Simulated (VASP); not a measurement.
Computed with PBEsol GGA, VASP's PBE PAW potentials (set 64) (plane waves; VASP).

VASP ran on this input.

**POSCAR**
```
CoSi
1.0
  4.2851781473   0.0000000000   0.0000000000
  0.0000000000   4.2851781473   0.0000000000
  0.0000000000   0.0000000000   4.2851781473
Co Si
4 4
Cart
  3.6532852296   2.7744819913   1.5106961560
  1.5106961560   3.6532852296   2.7744819913
  0.6318929177   0.6318929177   0.6318929177
  2.7744819913   1.5106961560   3.6532852296
  0.6678632190   1.4747258547   2.8104522926
  2.8104522926   0.6678632190   1.4747258547
  3.6173149283   3.6173149283   3.6173149283
  1.4747258547   2.8104522926   0.6678632190
```

### KPOINTS
```
Automatic
0
Gamma
  7 7 7
0 0 0
```

### INCAR
```
GGA=PS   ! PBEsol
ISMEAR=1   ! Methfessel-Paxton
LCHARG=.False.
IBRION=2
NELM=100   ! most electronic steps
EDIFFG=-0.02   ! ionic stop
LASPH=.True.
LWAVE=.False.
SYSTEM=CoSi
NSW=40
ALGO=Normal   ! blocked Davidson
SIGMA=0.1   ! width (eV)
PREC=Accurate
LREAL=.False.   ! projection in real space or not
ENCUT=500
ISIF=3   ! ions, shape and volume
PSTRESS=200
LMAXMIX=4
EDIFF=1E-6   ! SCF stop (eV)
```

POTCAR, in this order: Co Si (PBE.64 set). Program: vasp_std.

The resulting files:

OSZICAR:
```
       N       E                     dE             d eps       ncg     rms          rms(c)
DAV:   1     0.359443433933E+03    0.35944E+03   -0.22157E+04  1488   0.192E+03
DAV:   2    -0.319048928674E+02   -0.39135E+03   -0.38125E+03  1488   0.412E+02
DAV:   3    -0.644906364708E+02   -0.32586E+02   -0.31805E+02  1700   0.143E+02
DAV:   4    -0.660891056545E+02   -0.15985E+01   -0.15847E+01  1892   0.288E+01
DAV:   5    -0.661488517169E+02   -0.59746E-01   -0.59725E-01  2015   0.529E+00    0.327E+01
DAV:   6    -0.699730016545E+02   -0.38241E+01   -0.17851E+02  2128   0.158E+02    0.242E+01
DAV:   7    -0.595594191986E+02    0.10414E+02   -0.68069E+01  2032   0.111E+02    0.947E+00
DAV:   8    -0.595919868291E+02   -0.32568E-01   -0.39615E+00  1867   0.133E+01    0.304E+00
DAV:   9    -0.594952406732E+02    0.96746E-01   -0.34932E-01  2349   0.670E+00    0.118E+00
DAV:  10    -0.594888078983E+02    0.64328E-02   -0.20325E-02  2139   0.106E+00    0.354E-01
DAV:  11    -0.594874509313E+02    0.13570E-02   -0.40241E-03  2474   0.620E-01    0.919E-02
DAV:  12    -0.594874273745E+02    0.23557E-04   -0.34032E-04  2083   0.202E-01    0.263E-02
DAV:  13    -0.594874326939E+02   -0.53194E-05   -0.57684E-05  2384   0.492E-02    0.405E-02
DAV:  14    -0.594874260852E+02    0.66087E-05   -0.21544E-05  2352   0.373E-02    0.706E-03
DAV:  15    -0.594874263658E+02   -0.28057E-06   -0.13603E-06  1178   0.117E-02
   1 F= -.49664835E+02 E0= -.49664866E+02  d E =-.496648E+02
```

OUTCAR:
```
------------------------ aborting loop because EDIFF is reached ----------------------------------------
  FORCE on cell =-STRESS in cart. coord.  units (eV):
  Direction    XX          YY          ZZ          XY          YZ          ZX
  --------------------------------------------------------------------------------------
  Total        9.8325358      9.8325358      9.8325358     -0.0000000      0.0000000      0.0000000
  in kB      200.2024904    200.2024904    200.2024904     -0.0000000      0.0000000      0.0000000
  external PRESSURE =       0.2024904 kB  Pullay stress =     200.0000000 kB
  volume of cell :       78.69
      direct lattice vectors                 reciprocal lattice vectors
     4.285178147  0.000000000  0.000000000     0.233362527  0.000000000  0.000000000
     0.000000000  4.285178147  0.000000000     0.000000000  0.233362527  0.000000000
     0.000000000  0.000000000  4.285178147     0.000000000  0.000000000  0.233362527
 POSITION                                       TOTAL-FORCE (eV/Angst)
 -----------------------------------------------------------------------------------
      3.65329      2.77448      1.51070        -0.002750      0.002750     -0.002750
      1.51070      3.65329      2.77448        -0.002750     -0.002750      0.002750
      0.63189      0.63189      0.63189         0.002750      0.002750      0.002750
      2.77448      1.51070      3.65329         0.002750     -0.002750     -0.002750
      0.66786      1.47473      2.81045         0.005355     -0.005355      0.005355
      2.81045      0.66786      1.47473         0.005355      0.005355     -0.005355
      3.61731      3.61731      3.61731        -0.005355     -0.005355     -0.005355
      1.47473      2.81045      0.66786        -0.005355      0.005355      0.005355
 -----------------------------------------------------------------------------------
    total drift:                                0.000000      0.000000      0.000000
  FREE ENERGIE OF THE ION-ELECTRON SYSTEM (eV)
  ---------------------------------------------------
  free  energy   TOTEN  =       -59.4874263658 eV

  energy  without entropy=      -59.4875170272  energy(sigma->0) =      -59.48745659
  enthalpy is  TOTEN    =       -49.6648354368 eV   P V=        9.8225909289

 reached required accuracy - stopping structural energy minimisation
```
(Selected blocks of OUTCAR.)

The compound is CoSi in the B20 structure. It was relaxed first under an external pressure of 20 GPa. The run is not spin-polarised, so no magnetic state was tried.
